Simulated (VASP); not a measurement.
A VASP calculation is set up with these files.

### INCAR
```
! general
SYSTEM  = Zr
PREC    = Accurate
ENCUT   = 400   ! plane-wave cut-off (eV)
LREAL   = .FALSE.
LASPH   = .TRUE.

! electronic loop
EDIFF   = 1E-6   ! SCF stop (eV)
NELM    = 100   ! most electronic steps
ALGO    = Normal   ! blocked Davidson
LMAXMIX = 4   ! l cut-off of mixed one-centre charges
LMIXTAU = .TRUE.

! smearing
ISMEAR  = 1
SIGMA   = 0.1   ! width (eV)

! functional
METAGGA = R2SCAN

! ions
IBRION  = 2   ! conjugate gradients
NSW     = 60   ! most ionic steps
ISIF    = 3
EDIFFG  = -0.01

! output
LWAVE   = .FALSE.
LCHARG  = .FALSE.
```

POSCAR:
```
Zr
1
   -1.7908450000     1.7908450000     1.7908450000
    1.7908450000    -1.7908450000     1.7908450000
    1.7908450000     1.7908450000    -1.7908450000
Zr
1
Direct
  0.0000000000   0.0000000000   0.0000000000
```

KPOINTS:
```
Automatic mesh
0
Gamma
13 13 13
0 0 0
```

POTCAR, in this order: Zr_sv (PBE.64 set). Program: vasp_std.

Q: Translate this r2SCAN calculation to Ansatz.

A: One equivalent input (not run):
Ansatz 0.2 input:
```yaml
crystal:
  lattice:
    - [-1.7908450, 1.7908450, 1.7908450]
    - [1.7908450, -1.7908450, 1.7908450]
    - [1.7908450, 1.7908450, -1.7908450]
  atoms:
    - { symbol: Zr, position: [0.0000000, 0.0000000, 0.0000000] }
kpoints:
  mp_grid: { grid: [13, 13, 13] }
hamiltonian:
  xc: r2scan
  pseudopotentials: { kind: paw }
scf:
  occupations: { method: methfessel_paxton, width: 0.1 }
  max_iter: 100
relax:
  max_steps: 60
  f_tol: 0.01
  cell: {}
output: { forces: true, stress: true, eigenvalues: true }
```
What does not carry over: each code has its own PAW files, so the cut-off isn't converted (ENCUT is set for VASP's; basis.ecutwfc is left out, and Ansatz then takes the one that its files recommend); Ansatz stops its SCF on the density residual and VASP on the energy change (EDIFF).

The structure comes from a computed database's Zr entry (Im-3m); how it stands against other phases isn't given here. This run relaxes it. Symmetry was kept, so distortions that lower it aren't found.
